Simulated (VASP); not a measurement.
# Driving VASP from ASE on Ruthenium, part 2 of 3

Do ASE scripts that read Ruthenium from different structure formats give one answer, and do several routes find one equilibrium volume? All runs use LDA. Left out of this account: 1 further run (fields: a reference on another mesh). The start is a cell from a database of measured crystal structures.

VASP 6.6.1; LDA; plane waves and PAW (Ru_pv).

So far. Step 2 (Self-consistent run (LDA, through ASE)): The pressure is -12.43 GPa and the largest force 0.000 eV/Å, so the cell is not at a minimum at these settings. Step 3 (Total energy, forces and stress (LDA, through ASE)): The energy lies -11.25 meV an atom from the first script, on another mesh.

## 4. Relaxing cell and atoms (LDA, through ASE)

Properties are meant for the cell that this level of theory prefers, so cell and atoms are relaxed first (ISIF = 3) until forces and stress are small; EDIFFG sets the threshold.

run.py

```python
import numpy as np
from ase.calculators.vasp import Vasp
from ase.io import read

atoms = read('Ru.cif')

calc = Vasp(
    xc='lda',
    pp='LDA',
    prec='Accurate',
    encut=400,
    ediff=1e-06,
    nelm=100,
    ismear=-1,
    sigma=0.05,
    lreal=False,
    algo='Normal',
    nbands=20,
    lasph=True,
    lorbit=11,
    lwave=False,
    lcharg=False,
    kpar=2,
    ibrion=2,
    nsw=60,
    isif=3,
    ediffg=-0.01,
    pp_version='64',
    setups={'Ru': '_pv'},
    kpts=(16, 16, 9),
    gamma=True,
    txt='vasp.out',
)
atoms.calc = calc

print("energy (eV):", round(atoms.get_potential_energy(), 6))
print("Fermi level (eV):", round(calc.get_fermi_level(), 4))
print("forces (eV/A):")
print(np.round(atoms.get_forces(), 4))
print("stress (GPa, Voigt, tension positive):", np.round(atoms.get_stress() * 160.21766, 3))
print("cell (A, degrees):", np.round(atoms.cell.cellpar(), 4))
print("volume (A^3):", round(atoms.get_volume(), 4))
print("positions:")
print(np.round(atoms.get_scaled_positions(), 5))
```

Ru.cif

```cif
data_Ru
_cell_length_a 2.70580000
_cell_length_b 2.70580000
_cell_length_c 4.28190000
_cell_angle_alpha 90.00000000
_cell_angle_beta 90.00000000
_cell_angle_gamma 120.00000000
_space_group_name_H-M_alt 'P1'
_space_group_name_Hall 'P 1'
_space_group_IT_number 1
loop_
_space_group_symop_operation_xyz
'x,y,z'
loop_
_atom_site_label
_atom_site_type_symbol
_atom_site_symmetry_multiplicity
_atom_site_Wyckoff_symbol
_atom_site_fract_x
_atom_site_fract_y
_atom_site_fract_z
_atom_site_occupancy
Ru1 Ru 1 a 0.3333333333 0.6666666667 0.2500000000 1
Ru2 Ru 1 a 0.6666666667 0.3333333333 0.7500000000 1
```

Potentials, in the order of the species: Ru_pv (LDA family, release 64).

Command:

```
$ export ASE_VASP_COMMAND="mpirun -np 2 vasp_std"
$ python run.py
```

Log:

```text
energy (eV): -21.398081
Fermi level (eV): 13.3903
forces (eV/A):
[[-0. -0.  0.]
 [ 0.  0.  0.]]
stress (GPa, Voigt, tension positive): [-0.032 -0.032  0.076  0.     0.     0.   ]
cell (A, degrees): [  2.6771   2.6771   4.2202  90.      90.     120.    ]
volume (A^3): 26.1932
positions:
[[0.33333 0.66667 0.25   ]
 [0.66667 0.33333 0.75   ]]
```

The job ended after 94 s (2 MPI ranks of AMD EPYC 7R43, shared host; peak memory 0.26 GiB).

ASE turned this into the INCAR:

```
ENCUT = 400.000000
SIGMA = 0.050000
EDIFF = 1.00e-06
EDIFFG = -1.00e-02
ALGO = Normal
PREC = Accurate
IBRION = 2
ISIF = 3
ISMEAR = -1
KPAR = 2
LORBIT = 11
NBANDS = 20
NELM = 100
NSW = 60
LASPH = .TRUE.
LCHARG = .FALSE.
LWAVE = .FALSE.
LREAL = .FALSE.
```

ASE turned this into the KPOINTS:

```
KPOINTS created by Atomic Simulation Environment
0
Gamma
16 16 9
0 0 0
```

vasp.out:

```text
[... set-up lines as in an earlier step ...]
 entering main loop
       N       E                     dE             d eps       ncg     rms          rms(c)
DAV:   1     0.244782183314E+03    0.24478E+03   -0.15416E+04  6040   0.129E+03
DAV:   2    -0.177998969183E+02   -0.26258E+03   -0.25512E+03  6192   0.414E+02
DAV:   3    -0.228238693281E+02   -0.50240E+01   -0.49922E+01  6852   0.644E+01
DAV:   4    -0.228654689756E+02   -0.41600E-01   -0.41567E-01  7728   0.553E+00
DAV:   5    -0.228661349910E+02   -0.66602E-03   -0.66410E-03  6860   0.572E-01    0.184E+01
DAV:   6    -0.214604673742E+02    0.14057E+01   -0.33717E+00  6792   0.180E+01    0.463E+00
DAV:   7    -0.213749116441E+02    0.85556E-01   -0.45034E-01  6864   0.481E+00    0.106E+00
DAV:   8    -0.213660944389E+02    0.88172E-02   -0.25153E-02  6736   0.115E+00    0.408E-01
DAV:   9    -0.213644838005E+02    0.16106E-02   -0.26506E-03  6776   0.587E-01    0.447E-02
DAV:  10    -0.213644882958E+02   -0.44953E-05   -0.19949E-04  6792   0.138E-01    0.257E-02
DAV:  11    -0.213644881617E+02    0.13412E-06   -0.20233E-05  6836   0.427E-02    0.167E-03
DAV:  12    -0.213644881334E+02    0.28323E-07   -0.26709E-07  4072   0.475E-03
   1 F= -.21364488E+02 E0= -.21358765E+02  d E =-.213645E+02
 curvature:   0.00 expect dE= 0.000E+00 dE for cont linesearch  0.000E+00
 trial: gam= 0.00000 g(F)=  0.873E-47 g(S)=  0.324E+00 ort = 0.000E+00 (trialstep = 0.100E+01)
 search vector abs. value=  0.324E+00
 bond charge predicted
       N       E                     dE             d eps       ncg     rms          rms(c)
DAV:   1    -0.307904554499E+02   -0.94260E+01   -0.22098E+02  6236   0.162E+02    0.459E+01
DAV:   2    -0.214076899614E+02    0.93828E+01   -0.23778E+01  6092   0.512E+01    0.600E+00
DAV:   3    -0.208343755127E+02    0.57331E+00   -0.21185E+00  6508   0.136E+01    0.691E+00
DAV:   4    -0.208851155131E+02   -0.50740E-01   -0.15319E-01  6596   0.263E+00    0.250E+00
DAV:   5    -0.208997533978E+02   -0.14638E-01   -0.15014E-02  6956   0.794E-01    0.209E-01
DAV:   6    -0.208996664918E+02    0.86906E-04   -0.33117E-04  6280   0.167E-01    0.369E-02
DAV:   7    -0.208996608401E+02    0.56517E-05   -0.10413E-05  6904   0.329E-02    0.178E-02
DAV:   8    -0.208996602684E+02    0.57170E-06   -0.99086E-07  3888   0.880E-03
   2 F= -.20899660E+02 E0= -.20895208E+02  d E =0.464828E+00
[... from here on, the cycles between the ionic steps are left out ...]
   3 F= -.21403214E+02 E0= -.21397871E+02  d E =-.387257E-01
   4 F= -.21403322E+02 E0= -.21397995E+02  d E =-.388335E-01
   5 F= -.21403318E+02 E0= -.21397998E+02  d E =-.388294E-01
   6 F= -.21403276E+02 E0= -.21397990E+02  d E =0.415594E-04
   7 F= -.21403373E+02 E0= -.21398069E+02  d E =-.556245E-04
   8 F= -.21403373E+02 E0= -.21398070E+02  d E =-.550888E-04
   9 F= -.21403373E+02 E0= -.21398070E+02  d E =-.553734E-04
  10 F= -.21403373E+02 E0= -.21398070E+02  d E =-.554838E-04
  11 F= -.21403339E+02 E0= -.21398055E+02  d E =0.336459E-04
 trial-energy change:    0.000034  1 .order    0.000035   -0.000044    0.000114
 step:   0.2112(harm=  0.2112)  dis= 0.00000  next Energy=   -21.403379 (dE=-0.623E-05)
 bond charge predicted
       N       E                     dE             d eps       ncg     rms          rms(c)
DAV:   1    -0.214039019729E+02   -0.56281E-03   -0.11577E-02  6028   0.120E+00    0.202E-01
DAV:   2    -0.214033890446E+02    0.51293E-03   -0.15057E-03  6012   0.378E-01    0.326E-02
DAV:   3    -0.214033748977E+02    0.14147E-04   -0.81946E-05  6284   0.800E-02    0.191E-02
DAV:   4    -0.214033782498E+02   -0.33521E-05   -0.52850E-06  6740   0.184E-02    0.273E-03
DAV:   5    -0.214033782943E+02   -0.44447E-07   -0.48287E-07  3524   0.682E-03
  12 F= -.21403378E+02 E0= -.21398081E+02  d E =-.530055E-05
 curvature:  -0.11 expect dE=-0.535E-06 dE for cont linesearch -0.629E-07
 trial: gam=-0.01455 g(F)=  0.107E-47 g(S)=  0.507E-05 ort = 0.593E-05 (trialstep = 0.645E+00)
 search vector abs. value=  0.491E-05
 reached required accuracy - stopping structural energy minimisation
```

From OUTCAR (step 4):

```text
 Found    150 irreducible k-points:

   NELECT =      28.0000    total number of electrons

 E-fermi :  13.3903

 k-point     1 :       0.0000    0.0000    0.0000
  band No.  band energies     occupation
    ...
     11      10.8320      2.00000
     12      11.3377      2.00000
     13      11.3377      2.00000
     14      11.8661      2.00000
     15      11.8661      2.00000
     16      14.6288      0.00000
     17      14.6288      0.00000
     18      14.7553      0.00000
     19      23.3055      0.00000
     20      23.3126      0.00000

 k-point     2 :       0.0625    0.0000    0.0000
  band No.  band energies     occupation
    ...
     12      11.2716      2.00000
     13      11.4520      2.00000
     14      11.7147      2.00000
     15      11.7701      2.00000
     16      13.4033      0.87069
     17      14.6907      0.00000
     18      16.1851      0.00000
     19      23.3053      0.00000
     20      23.3129      0.00000

  Total        0.0052034      0.0052034     -0.0124917     -0.0000000     -0.0000000     -0.0000000
  in kB        0.3182811      0.3182811     -0.7640899     -0.0000000     -0.0000000     -0.0000000
  external PRESSURE =      -0.0425092 kB  Pullay stress =       0.0000000 kB

  energy-cutoff  :      400.00
  volume of cell :       26.19
      direct lattice vectors                 reciprocal lattice vectors
     2.677086881 -0.000000000  0.000000000     0.373540361  0.215663628 -0.000000000
    -1.338543441  2.318425247  0.000000000     0.000000000  0.431327256 -0.000000000
     0.000000000  0.000000000  4.220196124    -0.000000000 -0.000000000  0.236955812

 POSITION                                       TOTAL-FORCE (eV/Angst)
 -----------------------------------------------------------------------------------
     -0.00000      1.54562      1.05505        -0.000000     -0.000000      0.000000
      1.33854      0.77281      3.16515         0.000000      0.000000      0.000000
 -----------------------------------------------------------------------------------
    total drift:                                0.000000     -0.000000      0.000000

  FREE ENERGIE OF THE ION-ELECTRON SYSTEM (eV)
  ---------------------------------------------------
  free  energy   TOTEN  =       -21.4033782943 eV

  energy  without entropy=      -21.3927831179  energy(sigma->0) =      -21.39808071

 reached required accuracy - stopping structural energy minimisation

 total charge
# of ion       s       p       d       tot
------------------------------------------
    1        0.422   6.340   5.991  12.753
    2        0.422   6.340   5.991  12.753
--------------------------------------------------
tot          0.843  12.681  11.981  25.505

[... 7 parts as in an earlier step ...]

[... 6 further parts left out ...]
```

CONTCAR:

```
Ru
   1.00000000000000
     2.6770868811996320   -0.0000000000000001    0.0000000000000000
    -1.3385434405998153    2.3184252472569353    0.0000000000000000
     0.0000000000000000    0.0000000000000000    4.2201961242739019
  Ru
     2
Direct
     0.3333333332999970    0.6666666667000030    0.2500000000000000
     0.6666666667000030    0.3333333332999970    0.7500000000000000
```

The run keeps the 24 symmetry operations of its start, so it cannot find a distortion of lower symmetry.

Relaxation path:

| step | energy less that of the first step (eV) | largest force (eV/Å) | pressure (GPa) | volume (Å³) |
| --- | --- | --- | --- | --- |
| 1 | 0.0000 | 0.0000 | -12.43 | 27.15 |
| 2 | 0.4648 | 0.0000 | 60.36 | 23.22 |
| 3 | -0.0387 | 0.0000 | -0.69 | 26.24 |
| 4 | -0.0388 | 0.0000 | -0.03 | 26.20 |
| 5 | -0.0388 | 0.0000 | 0.22 | 26.18 |
| 6 | -0.0388 | 0.0000 | -0.56 | 26.24 |
| 7 | -0.0389 | 0.0000 | -0.08 | 26.20 |
| 8 | -0.0389 | 0.0000 | -0.17 | 26.21 |
| 9 | -0.0389 | 0.0000 | -0.18 | 26.20 |
| 10 | -0.0389 | 0.0000 | -0.17 | 26.20 |
| 11 | -0.0389 | 0.0000 | 0.46 | 26.16 |
| 12 | -0.0389 | 0.0000 | 0.00 | 26.19 |

| conventional cell, symmetrised | before | after | change |
| --- | --- | --- | --- |
| a (Å) | 2.706 | 2.677 | -1.1 % |
| b (Å) | 2.706 | 2.677 | -1.1 % |
| c (Å) | 4.282 | 4.220 | -1.4 % |
| volume (Å³/atom) | 13.57 | 13.10 | -3.5 % |

The relaxed structure:

```cif
data_structure
_symmetry_space_group_name_H-M 'P 1'
_symmetry_Int_Tables_number 1
_cell_length_a 2.6771
_cell_length_b 2.6771
_cell_length_c 4.2202
_cell_angle_alpha 90.000
_cell_angle_beta 90.000
_cell_angle_gamma 120.000
_cell_volume 26.19
loop_
_atom_site_label
_atom_site_type_symbol
_atom_site_fract_x
_atom_site_fract_y
_atom_site_fract_z
_atom_site_occupancy
Ru1 Ru 0.33333 0.66667 0.25000 1
Ru2 Ru 0.66667 0.33333 0.75000 1
```

This step gave:

* irreducible k-points: 150
* free energy (TOTEN): -21.40 eV
* energy at zero smearing: -21.40 eV
* Fermi energy: 13.39 eV
* pressure: -0.004251 GPa
* SCF cycles over all ionic steps: 66

It ends with forces that vanish by symmetry and a pressure of 0.00 GPa.

## 5. Equation of state by an ASE loop (LDA)

An ASE loop scales the volume and fits the energies, which gives the bulk modulus from energies alone.

run.py

```python
import numpy as np
from ase.calculators.vasp import Vasp
from ase.io import read
from ase.eos import EquationOfState
from ase.units import GPa

atoms = read('structure.vasp')

calc = Vasp(
    xc='lda',
    pp='LDA',
    prec='Accurate',
    encut=400,
    ediff=1e-06,
    nelm=100,
    ismear=-1,
    sigma=0.05,
    lreal=False,
    algo='Normal',
    nbands=20,
    lasph=True,
    lorbit=11,
    lwave=False,
    lcharg=False,
    kpar=2,
    isif=2,
    pp_version='64',
    setups={'Ru': '_pv'},
    kpts=(16, 16, 9),
    gamma=True,
    txt='vasp.out',
)
atoms.calc = calc

cell, volumes, energies = atoms.get_cell(), [], []
for x in [0.94, 0.96, 0.98, 1.0, 1.02, 1.04, 1.06]:
    atoms.set_cell(cell * x ** (1 / 3), scale_atoms=True)
    volumes.append(atoms.get_volume())
    energies.append(atoms.get_potential_energy())
    print(f"{x:.2f}  V = {volumes[-1]:.4f} A^3  E = {energies[-1]:.6f} eV")
v0, e0, b0 = EquationOfState(volumes, energies, eos="birchmurnaghan").fit()
print(f"V0 = {v0:.4f} A^3  E0 = {e0:.6f} eV  B0 = {b0 / GPa:.2f} GPa")
```

structure.vasp

```
Ru
1.0
    2.7058000000      0.0000000000      0.0000000000
   -1.3529000000      2.3432915376      0.0000000000
    0.0000000000      0.0000000000      4.2819000000
Ru
2
Direct
    0.3333333333      0.6666666667      0.2500000000
    0.6666666667      0.3333333333      0.7500000000
```

Log:

```text
0.94  V = 25.5203 A^3  E = -21.367941 eV
0.96  V = 26.0633 A^3  E = -21.390741 eV
0.98  V = 26.6063 A^3  E = -21.386642 eV
1.00  V = 27.1493 A^3  E = -21.358765 eV
1.02  V = 27.6923 A^3  E = -21.309711 eV
1.04  V = 28.2353 A^3  E = -21.242046 eV
1.06  V = 28.7783 A^3  E = -21.157842 eV
V0 = 26.2451 A^3  E0 = -21.392211 eV  B0 = 367.91 GPa
```

It took 1.9 min on 2 MPI ranks; peak memory 0.25 GiB.

ASE turned this into the INCAR:

```
ENCUT = 400.000000
SIGMA = 0.050000
EDIFF = 1.00e-06
ALGO = Normal
PREC = Accurate
ISIF = 2
ISMEAR = -1
KPAR = 2
LORBIT = 11
NBANDS = 20
NELM = 100
LASPH = .TRUE.
LCHARG = .FALSE.
LWAVE = .FALSE.
LREAL = .FALSE.
```

The KPOINTS that ASE wrote:

```
KPOINTS created by Atomic Simulation Environment
0
Gamma
16 16 9
0 0 0
```

VASP's own log, vasp.out (the last of its runs):

```text
[banner, memory and clock lines left out]
running    2 mpi-ranks, on    1 nodes
 distrk:  each k-point on    1 cores,    2 groups
 distr:  one band on    1 cores,    1 groups

 POSCAR found type information on POSCAR Ru
 POSCAR found :  1 types and       2 ions
 LDA part: xc-table for (Slater(with rela. corr.)+CA(PZ))
 , standard interpolation
 POSCAR, INCAR and KPOINTS ok, starting setup
 FFT: planning ... GRIDC
 FFT: planning ... GRID_SOFT
 FFT: planning ... GRID
 WAVECAR not read
 WARNING: random wavefunctions but no delay for mixing, default for NELMDL
 entering main loop
       N       E                     dE             d eps       ncg     rms          rms(c)
DAV:   1     0.242155343322E+03    0.24216E+03   -0.15415E+04  6072   0.127E+03
DAV:   2    -0.177526392702E+02   -0.25991E+03   -0.25247E+03  6220   0.409E+02
DAV:   3    -0.226886030387E+02   -0.49360E+01   -0.49010E+01  6908   0.631E+01
DAV:   4    -0.227299120318E+02   -0.41309E-01   -0.41290E-01  7848   0.544E+00
DAV:   5    -0.227304682905E+02   -0.55626E-03   -0.55439E-03  6892   0.514E-01    0.161E+01
DAV:   6    -0.212455730971E+02    0.14849E+01   -0.37722E+00  6696   0.188E+01    0.343E+00
DAV:   7    -0.211743522109E+02    0.71221E-01   -0.35661E-01  7016   0.413E+00    0.895E-01
DAV:   8    -0.211656006718E+02    0.87515E-02   -0.21396E-02  6640   0.106E+00    0.339E-01
DAV:   9    -0.211642115107E+02    0.13892E-02   -0.19676E-03  6892   0.502E-01    0.373E-02
DAV:  10    -0.211642221627E+02   -0.10652E-04   -0.12723E-04  6792   0.109E-01    0.189E-02
DAV:  11    -0.211642230391E+02   -0.87642E-06   -0.16169E-05  6908   0.371E-02    0.199E-03
DAV:  12    -0.211642230102E+02    0.28854E-07   -0.14670E-07  4172   0.358E-03
   1 F= -.21164223E+02 E0= -.21157842E+02  d E =-.127629E-01
```

From OUTCAR (step 5):

```text
   ENCUT  =  400.0 eV  29.40 Ry    5.42 a.u.   4.50  4.50  7.12*2*pi/ulx,y,z

   NELECT =      28.0000    total number of electrons

 E-fermi :  11.6636

 k-point     1 :       0.0000    0.0000    0.0000
  band No.  band energies     occupation
    ...
     11       9.4101      2.00000
     12       9.8783      2.00000
     13       9.8783      2.00000
     14      10.3667      2.00000
     15      10.3667      2.00000
     16      12.7412      0.00000
     17      12.7412      0.00000
     18      12.8900      0.00000
     19      21.2151      0.00000
     20      21.6934      0.00000

  Total       -4.8155232     -4.8155232     -5.4284639      0.0000000      0.0000000      0.0000000
  in kB     -268.0955856   -268.0955856   -302.2199528      0.0000000      0.0000000      0.0000000
  external PRESSURE =    -279.4703747 kB  Pullay stress =       0.0000000 kB

 POSITION                                       TOTAL-FORCE (eV/Angst)
 -----------------------------------------------------------------------------------
     -0.00000      1.59283      1.09147         0.000000      0.000000      0.000000
      1.37943      0.79642      3.27441         0.000000     -0.000000      0.000000
 -----------------------------------------------------------------------------------
    total drift:                                0.000000     -0.000000      0.000000

  FREE ENERGIE OF THE ION-ELECTRON SYSTEM (eV)
  ---------------------------------------------------
  free  energy   TOTEN  =       -21.1642230102 eV

  energy  without entropy=      -21.1514601469  energy(sigma->0) =      -21.15784158

[... 4 parts as in an earlier step ...]

[... 12 further parts left out ...]
```

This step gave:

```yaml
bulk_modulus: 367.9 GPa
equilibrium_volume_of_the_fit: 13.12 Å³/atom
```

The fitted volume lies +0.20 % from the relaxed one.

(Continued in part 3 of 3.)

[Lines on the potential files, build, host, timing and source positions are cut from VASP's logs without a mark.]

[Logs are printed without paths, hosts, clocks, repeated set-up lines and the standing remarks that a program may print on its own settings, such as how far it seeks lower states.]

[Hosts, paths, dates, database ids (printed as entryN), source tags and the programs' standing remarks are cut or masked in the printed files.]

[A measured line is paired with the nearest computed mode of its activity, which favours agreement.]
